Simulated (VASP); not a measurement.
MoAs (relaxed from the zinc blende structure, space group F-43m): computed properties

All values below come from PBEsol GGA, VASP's PBE PAW potentials (set 64) (plane waves; VASP).

```
Quantity                                                                                                   Value
----------------------------------  ----------------------------------------------------------------------------
space group                                                                                          F-43m (216)
cell                                a = 5.5883 Å, b = 5.5883 Å, c = 5.5883 Å, α = 90.00°, β = 90.00°, γ = 90.00°
volume per atom                                                                                    21.81 Å³/atom
band gap (over mesh and band path)                                      none (metal, semimetal or under 0.01 eV)
density                                                                                               6.50 g/cm³
```

```
CELL_PARAMETERS angstrom
      0.00000     2.79414     2.79414
      2.79414     0.00000     2.79414
      2.79414     2.79414     0.00000
ATOMIC_POSITIONS crystal
  Mo 0.00000 0.00000 0.00000
  As 0.25000 0.25000 0.25000
```

The structure was generated: MoAs was put into the zinc blende type (F-43m), which need not be its known phase. It was relaxed first, which changed the volume by -30 %. Symmetry was kept, so distortions that lower it aren't found. The electron count is odd and the run is not spin-polarised, which forces a metal.
